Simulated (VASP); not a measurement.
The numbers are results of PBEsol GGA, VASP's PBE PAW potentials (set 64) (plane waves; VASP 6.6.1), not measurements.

VASP ran on this input.

File POSCAR:
```
ZnS
3.7131760
  0.0000000000   0.7071067080   0.7071067080
  0.7071067080   0.0000000000   0.7071067080
  0.7071067080   0.7071067080   0.0000000000
Zn S
1 1
Cartesian
  0.0000000000   0.0000000000   0.0000000000
  0.3535533540   0.3535533540   0.3535533540
```

### INCAR
```
ALGO  =  Normal
EDIFF  =  1E-7
ENCUT  =  520
GGA  =  PS
ISIF  =  2
ISMEAR  =  0
LASPH  =  .TRUE.
LCHARG  =  .FALSE.
LMAXMIX  =  4
LREAL  =  .FALSE.
LWAVE  =  .FALSE.
NELM  =  100
PREC  =  Accurate
SIGMA  =  0.05
SYSTEM  =  ZnS
```

KPOINTS:
```
K-points
0
G
  9 9 9
0 0 0
```

POTCAR, in this order: Zn S (PBE.64 set). Program: vasp_std.

The resulting files:

OUTCAR:
```
 ion  position               nearest neighbor table
   1  0.000  0.000  0.000-   2 2.27   2 2.27   2 2.27   2 2.27
   2  0.250  0.250  0.250-   1 2.27   1 2.27   1 2.27   1 2.27
  LATTYP: Found a face centered cubic cell.
 ALAT       =     5.2512233154
 Subroutine PRICEL returns:
 Original cell was already a primitive cell.
 Subroutine GETGRP returns: Found 24 space group operations
The static configuration has the point symmetry T_d .
The dynamic configuration has the point symmetry T_d .
 Subroutine INISYM returns: Found 24 space group operations
 Subroutine IBZKPT returns following result:
 Found     35 irreducible k-points:

 Following reciprocal coordinates:
            Coordinates               Weight
  0.000000  0.000000  0.000000      1.000000
  0.111111  0.000000  0.000000      8.000000
  0.222222  0.000000  0.000000      8.000000
  0.333333  0.000000  0.000000      8.000000
  0.444444  0.000000  0.000000      8.000000
  0.111111  0.111111  0.000000      6.000000
  0.222222  0.111111  0.000000     24.000000
  0.333333  0.111111  0.000000     24.000000
  0.444444  0.111111  0.000000     24.000000
...
```

File OSZICAR:
```
       N       E                     dE             d eps       ncg     rms          rms(c)
DAV:   1     0.905001639059E+02    0.90500E+02   -0.94883E+03   910   0.170E+03
DAV:   2    -0.183565622420E+01   -0.92336E+02   -0.88004E+02   983   0.291E+02
DAV:   3    -0.789534881252E+01   -0.60597E+01   -0.60287E+01  1125   0.752E+01
DAV:   4    -0.797054453936E+01   -0.75196E-01   -0.75168E-01  1040   0.874E+00
DAV:   5    -0.797157741776E+01   -0.10329E-02   -0.10329E-02  1095   0.105E+00    0.818E+00
DAV:   6    -0.756876235253E+01    0.40282E+00   -0.10596E+00  1159   0.422E+01    0.622E+00
DAV:   7    -0.755368138892E+01    0.15081E-01   -0.41980E-01   935   0.681E+00    0.292E+00
DAV:   8    -0.755033201691E+01    0.33494E-02   -0.64756E-03  1090   0.793E-01    0.818E-01
DAV:   9    -0.754996574076E+01    0.36628E-03   -0.99293E-04  1069   0.418E-01    0.119E-01
DAV:  10    -0.755003640129E+01   -0.70661E-04   -0.18906E-04  1106   0.202E-01    0.627E-02
DAV:  11    -0.755003646223E+01   -0.60940E-07   -0.50751E-05  1060   0.168E-01    0.709E-03
DAV:  12    -0.755003597376E+01    0.48847E-06   -0.61499E-06  1395   0.517E-02    0.505E-03
DAV:  13    -0.755003590937E+01    0.64392E-07   -0.90183E-07  1069   0.162E-02
   1 F= -.75500359E+01 E0= -.75500359E+01  d E =-.979542E-12
```

File OUTCAR:
```
------------------------ aborting loop because EDIFF is reached ----------------------------------------
  FORCE on cell =-STRESS in cart. coord.  units (eV):
  Direction    XX          YY          ZZ          XY          YZ          ZX
  --------------------------------------------------------------------------------------
  Total        1.2680318      1.2680318      1.2680318      0.0000000     -0.0000000     -0.0000000
  in kB       56.1202042     56.1202042     56.1202042      0.0000000     -0.0000000     -0.0000000
  external PRESSURE =      56.1202042 kB  Pullay stress =       0.0000000 kB
  volume of cell :       36.20
      direct lattice vectors                 reciprocal lattice vectors
     0.000000000  2.625611658  2.625611658    -0.190431817  0.190431817  0.190431817
     2.625611658  0.000000000  2.625611658     0.190431817 -0.190431817  0.190431817
     2.625611658  2.625611658  0.000000000     0.190431817  0.190431817 -0.190431817
  FREE ENERGIE OF THE ION-ELECTRON SYSTEM (eV)
  ---------------------------------------------------
  free  energy   TOTEN  =        -7.5500359094 eV

  energy  without entropy=       -7.5500359094  energy(sigma->0) =       -7.55003591
```
(Selected blocks of OUTCAR.)

### OUTCAR
```
 val. band max:        2.8595233055   @ k =   0.0000   0.0000   0.0000

 cond. band min:       5.2172114490   @ k =   0.0000   0.0000   0.0000


 Fermi energy:         3.0751068222

 k-point     1 :       0.0000    0.0000    0.0000
  band No.  band energies     occupation
      1     -10.9395      2.00000
      2      -3.9042      2.00000
      3      -3.9042      2.00000
      4      -3.9042      2.00000
      5      -3.2981      2.00000
      6      -3.2981      2.00000
      7       2.8595      2.00000
      8       2.8595      2.00000
      9       2.8595      2.00000
     10       5.2172      0.00000
     11       9.0907      0.00000
     12       9.0907      0.00000
     13       9.0907      0.00000

 k-point     2 :       0.1111    0.0000    0.0000
  band No.  band energies     occupation
      1     -10.8305      2.00000
      2      -3.9118      2.00000
      3      -3.8840      2.00000
      4      -3.8840      2.00000
      5      -3.3002      2.00000
      6      -3.3002      2.00000
      7       1.8562      2.00000
      8       2.7186      2.00000
      9       2.7186      2.00000
     10       5.9278      0.00000
     11       9.0399      0.00000
     12       9.3244      0.00000
     13       9.3244      0.00000

 k-point     3 :       0.2222    0.0000    0.0000
  band No.  band energies     occupation
      1     -10.5339      2.00000
      2      -3.9038      2.00000
      3      -3.8368      2.00000
      4      -3.8368      2.00000
      5      -3.2993      2.00000
      6      -3.2993      2.00000
      7       0.1883      2.00000
      8       2.3963      2.00000
      9       2.3963      2.00000
     10       6.4554      0.00000
     11       9.6080      0.00000
     12       9.7227      0.00000
     13       9.7227      0.00000

 k-point     4 :       0.3333    0.0000    0.0000
  band No.  band energies     occupation
      1     -10.1512      2.00000
      2      -3.7926      2.00000
      3      -3.7925      2.00000
...
```

The compound is ZnS in the zinc blende structure. This cell is one point of a volume scan, at 0.94 of the reference volume.
